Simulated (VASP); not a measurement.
Method: LDA (Ceperley-Alder, Perdew-Zunger) with spin-orbit coupling, VASP's LDA PAW potentials (set 64) (plane waves; VASP 6.6.1).

Input for VASP

INCAR:
```
# general
SYSTEM         =  LaGa2
PREC           =  Accurate
ENCUT          =  300   # plane-wave cut-off (eV)
LREAL          =  .FALSE.
LASPH          =  .TRUE.   # aspherical one-centre terms

# electronic loop
EDIFF          =  1E-6
NELM           =  100   # most electronic steps
ALGO           =  Normal   # blocked Davidson
LMAXMIX        =  6   # l cut-off of mixed one-centre charges

# smearing
ISMEAR         =  0
SIGMA          =  0.1

# functional
GGA_COMPAT     =  .FALSE.

# spin
MAGMOM         =  0.0 0.0 0.0 0.0 0.0 0.0 0.0 0.0 0.0
LSORBIT        =  .TRUE.
LNONCOLLINEAR  =  .TRUE.

# ions
ISIF           =  2   # forces and stress, cell fixed

# output
LWAVE          =  .FALSE.
LCHARG         =  .FALSE.
LORBIT         =  11   # lm-projected
```

**KPOINTS**
```
Automatic mesh
0
Gamma
9 9 8
0 0 0
```

File POSCAR:
```
LaGa2
1
    4.3092000000     0.0000000000     0.0000000000
   -2.1546000000     3.7318770000     0.0000000000
    0.0000000000     0.0000000000     4.4251000000
La Ga
1 2
Direct
  0.0000000000   0.0000000000   0.0000000000
  0.6666670000   0.3333330000   0.5000000000
  0.3333330000   0.6666670000   0.5000000000
```

POTCAR, in this order: La Ga_d (LDA.64 set). Program: vasp_ncl.

Output

File OSZICAR:
```
       N       E                     dE             d eps       ncg     rms          rms(c)
DAV:   1     0.303447002547E+03    0.30345E+03   -0.11430E+04  5288   0.201E+03
DAV:   2     0.509176927536E+02   -0.25253E+03   -0.24283E+03  6336   0.463E+02
DAV:   3    -0.102536651608E+02   -0.61171E+02   -0.60368E+02  7740   0.207E+02
DAV:   4    -0.149199791728E+02   -0.46663E+01   -0.45561E+01  8900   0.604E+01
DAV:   5    -0.153382858915E+02   -0.41831E+00   -0.41505E+00 10184   0.141E+01    0.349E+00
DAV:   6    -0.152681221238E+02    0.70164E-01   -0.93462E-01  8116   0.104E+01    0.173E+00
DAV:   7    -0.152415058399E+02    0.26616E-01   -0.17682E-01  8272   0.391E+00    0.474E-01
DAV:   8    -0.152411791929E+02    0.32665E-03   -0.32827E-02  9896   0.162E+00    0.168E-01
DAV:   9    -0.152413533466E+02   -0.17415E-03   -0.47227E-03  9712   0.506E-01    0.782E-02
DAV:  10    -0.152413925598E+02   -0.39213E-04   -0.90136E-04 10048   0.232E-01    0.450E-02
DAV:  11    -0.152414018528E+02   -0.92931E-05   -0.13560E-04  9464   0.868E-02    0.139E-02
DAV:  12    -0.152414048366E+02   -0.29837E-05   -0.29665E-05  9888   0.360E-02    0.305E-03
DAV:  13    -0.152414052360E+02   -0.39940E-06   -0.46824E-06  5960   0.150E-02
   1 F= -.15241405E+02 E0= -.15237668E+02  d E =-.747522E-02  mag=     0.0000     0.0000    -0.0000
```

OUTCAR:
```
------------------------ aborting loop because EDIFF is reached ----------------------------------------
  FORCE on cell =-STRESS in cart. coord.  units (eV):
  Direction    XX          YY          ZZ          XY          YZ          ZX
  --------------------------------------------------------------------------------------
  Total       -2.0450909     -2.0450913     -1.5260382      0.0000000     -0.0000000      0.0000000
  in kB      -46.0443283    -46.0443364    -34.3580834      0.0000000     -0.0000000      0.0000000
  external PRESSURE =     -42.1489160 kB  Pullay stress =       0.0000000 kB
  volume of cell :       71.16
      direct lattice vectors                 reciprocal lattice vectors
     4.309200000  0.000000000  0.000000000     0.232061636  0.133980836  0.000000000
    -2.154600000  3.731877000  0.000000000     0.000000000  0.267961672  0.000000000
     0.000000000  0.000000000  4.425100000     0.000000000  0.000000000  0.225983594
 POSITION                                       TOTAL-FORCE (eV/Angst)
 -----------------------------------------------------------------------------------
      0.00000      0.00000      0.00000         0.000000      0.000000     -0.000000
      2.15460      1.24396      2.21255        -0.000000      0.000000     -0.000000
     -0.00000      2.48792      2.21255         0.000000      0.000000      0.000000
 -----------------------------------------------------------------------------------
    total drift:                                0.000000      0.000000      0.000000
  FREE ENERGIE OF THE ION-ELECTRON SYSTEM (eV)
  ---------------------------------------------------
  free  energy   TOTEN  =       -15.2414052360 eV

  energy  without entropy=      -15.2339300185  energy(sigma->0) =      -15.23766763

 total charge

# of ion       s       p       d       f       tot
--------------------------------------------------
    1        2.029   5.640   0.720   0.097   8.487
    2        0.922   0.871   9.939   0.000  11.732
    3        0.922   0.871   9.939   0.000  11.732
--------------------------------------------------
tot          3.874   7.382  20.599   0.097  31.951

 magnetization (x)

# of ion       s       p       d       f       tot
--------------------------------------------------
    1       -0.000   0.000   0.000   0.000  -0.000
    2        0.000   0.000   0.000   0.000   0.000
    3        0.000   0.000   0.000   0.000   0.000
--------------------------------------------------
tot         -0.000   0.000   0.000   0.000   0.000

 magnetization (y)

# of ion       s       p       d       f       tot
--------------------------------------------------
    1        0.000   0.000   0.000   0.000   0.000
    2        0.000  -0.000  -0.000   0.000  -0.000
    3        0.000  -0.000  -0.000   0.000  -0.000
--------------------------------------------------
tot          0.000  -0.000  -0.000   0.000  -0.000

 magnetization (z)

# of ion       s       p       d       f       tot
--------------------------------------------------
    1        0.000   0.000   0.000  -0.000   0.000
    2        0.000   0.000   0.000   0.000   0.000
    3        0.000   0.000   0.000   0.000   0.000
--------------------------------------------------
tot          0.000   0.000   0.000  -0.000   0.000

 Ion:    1  E_soc:     -0.6086044

 Ion:    2  E_soc:     -0.0136921

 Ion:    3  E_soc:     -0.0136921
```
(Selected blocks of OUTCAR.)

At this cut-off the stress carries a Pulay error, which pulls relaxed volumes low.

The structure comes from a measured LaGa2 entry (P6/mmm) of the Crystallography Open Database, whose conditions weren't checked. The cell was not relaxed at this level. The run is one of a series of settings (GGA_COMPAT = .FALSE., LNONCOLLINEAR = .TRUE., LSORBIT = .TRUE., MAGMOM = 0.0 0.0 0.0 0.0 0.0 0.0 0.0 0.0 0.0, program vasp_ncl against the base run), some of them coarse on purpose.
